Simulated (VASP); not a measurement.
Given:

```
CELL_PARAMETERS angstrom
      0.00000     3.82132     3.82132
      3.82132     0.00000     3.82132
      3.82132     3.82132     0.00000
ATOMIC_POSITIONS crystal
  K  0.25000 0.25000 0.25000
  K  0.75000 0.75000 0.75000
  S  0.00000 0.00000 0.00000
```

Level of theory: vdW-DF2, VASP's PBE PAW potentials (set 64) (plane waves; VASP). Settings: 520 eV cut-off, 5×5×5 Γ-centred mesh, Gaussian smearing of 0.050 eV, potentials K_sv S.

Question: What does the run give for the energy per atom (σ→0)?

Answer: 
- energy per atom (σ→0): -1.358 eV/atom

The compound is K2S in the antifluorite structure. This cell is one point of a volume scan, at 1.06 of the reference volume.
